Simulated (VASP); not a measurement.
Write the native input for VASP 6.6.1 that does the following.

| Property | Result |
| --- | --- |
| Task | single point |
| Functional | PBE |
| Potentials or basis | VASP PAW PBE potentials, release 64 (Nb_sv, W_sv, S) |
| Cutoff | 520 eV |
| k mesh | 4 × 4 × 2 |
| Occupations | gaussian, width 0.15 eV |
| Spin | no spin polarisation |
| Further INCAR settings | PREC = Normal; LREAL = Auto; ALGO = Fast; EDIFF = 1e-05; NBANDS = 63 |

The structure of NbWS4 lies in POSCAR:

```
NbWS4
1.0
    6.5271340000      0.0000000000      0.0000000000
   -1.6317830000      2.8263320000      0.0000000000
    0.0000000000      0.0000000000     13.5877700000
Nb W S
2 2 8
Direct
    0.0000000000      0.0000000000      0.0000000000
    0.5000000000      0.0000000000      0.0000000000
    0.1666665000      0.6666670000      0.5000000000
    0.6666665000      0.6666670000      0.5000000000
    0.1666665000      0.6666670000      0.1169620000
    0.6666665000      0.6666670000      0.1169620000
    0.1666665000      0.6666670000      0.8830380000
    0.6666665000      0.6666670000      0.8830380000
    0.0000000000      0.0000000000      0.3864090000
    0.5000000000      0.0000000000      0.3864090000
    0.0000000000      0.0000000000      0.6135910000
    0.5000000000      0.0000000000      0.6135910000
```

The cell was built by a generator and needn't be a form met in nature.

These files were run (other wordings do the same):

INCAR

```
SYSTEM = NbWS4
  ALGO = Fast
  EDIFF = 1E-5
  ENCUT = 520
  GGA = PE
  ISIF = 2
  ISMEAR = 0
  KPAR = 4
  LASPH = .TRUE.
  LCHARG = .FALSE.
  LREAL = Auto
  LWAVE = .FALSE.
  NBANDS = 63
  NELM = 80
  PREC = Normal
  SIGMA = 0.15
```

KPOINTS

```
k-points
0
G
  4 4 2
  0 0 0
```

Potentials or basis: VASP PAW PBE potentials, release 64 (Nb_sv, W_sv, S).

Command:

```sh
$ cat potpaw_PBE.64/Nb_sv/POTCAR potpaw_PBE.64/W_sv/POTCAR potpaw_PBE.64/S/POTCAR > POTCAR
$ mpirun -np 4 vasp_std > vasp.out
```

Results of the run:

| Item | Value |
| --- | --- |
| Pressure | 0.0 GPa |
| Largest force | 0.172 eV/Å |
| Band gap on the k mesh | none (metal or under the smearing width) |

Caveat: the k mesh is coarse (spacing up to 0.56 Å⁻¹), so the values aren't converged; this functional lacks dispersion, which binds the layers, so the pressure and a relaxed spacing across them are unreliable.

It took 65 s on 4 MPI ranks on Intel(R) Xeon(R) Platinum 8488C (Sapphire Rapids), with other jobs on the host, peak memory 0.33 GiB a rank.
